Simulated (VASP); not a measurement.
An input for Quantum ESPRESSO's pw.x (written as the equivalent of a VASP run, and not itself run):

```
&CONTROL
  calculation = 'scf'
  pseudo_dir = './pseudo'
  outdir = './out'
  tprnfor = .true.
  tstress = .true.
/
&SYSTEM
  ibrav = 0
  nat = 2
  ntyp = 2
  ecutwfc = 96
  occupations = 'tetrahedra'
  input_dft = 'revpbe'
/
&ELECTRONS
  conv_thr = 7.3e-09
  electron_maxstep = 100
/
ATOMIC_SPECIES
  Ti 47.867 Ti.upf
  Co 58.933 Co.upf
CELL_PARAMETERS angstrom
     2.9877734    0.0000000    0.0000000
     0.0000000    2.9877734    0.0000000
     0.0000000    0.0000000    2.9877734
ATOMIC_POSITIONS crystal
  Ti   0.0000000  0.0000000  0.0000000
  Co   0.5000000  0.5000000  0.5000000
K_POINTS automatic
  14 14 14 0 0 0
```

### Question
Write the VASP files for the same calculation (revPBE).

### Answer
This is not unique; one that fits is 
KPOINTS:
```
Automatic mesh
0
Gamma
14 14 14
0 0 0
```

**INCAR**
```
! general
SYSTEM  = TiCo
PREC    = Accurate
ENCUT   = 520
LREAL   = .False.   ! projection in real space or not
LASPH   = .True.   ! aspherical one-centre terms

! electronic loop
EDIFF   = 1E-7
NELM    = 100   ! most electronic steps
ALGO    = Normal   ! blocked Davidson
LMAXMIX = 4   ! l cut-off of mixed one-centre charges

! smearing
ISMEAR  = -5

! functional
GGA     = RE

! ions
ISIF    = 2

! output
LWAVE   = .False.
LCHARG  = .True.
LORBIT  = 11   ! lm-projected
NEDOS   = 601   ! DOS grid
```

File POSCAR:
```
TiCo
1
    2.9877734200     0.0000000000     0.0000000000
    0.0000000000     2.9877734200     0.0000000000
    0.0000000000     0.0000000000     2.9877734200
Ti Co
1 1
Direct
  0.0000000000   0.0000000000   0.0000000000
  0.5000000000   0.5000000000   0.5000000000
```

POTCAR, in this order: Ti_sv Co (PBE.64 set). Program: vasp_std.

What does not carry over: the potentials are each code's own (VASP's PAW set, PseudoDojo norm-conserving files in pw.x), so ENCUT and ecutwfc are chosen apart and not converted; conv_thr bounds pw.x's estimated SCF error, while EDIFF bounds the energy change between steps.

The compound is TiCo in the CsCl type structure. It was relaxed first.
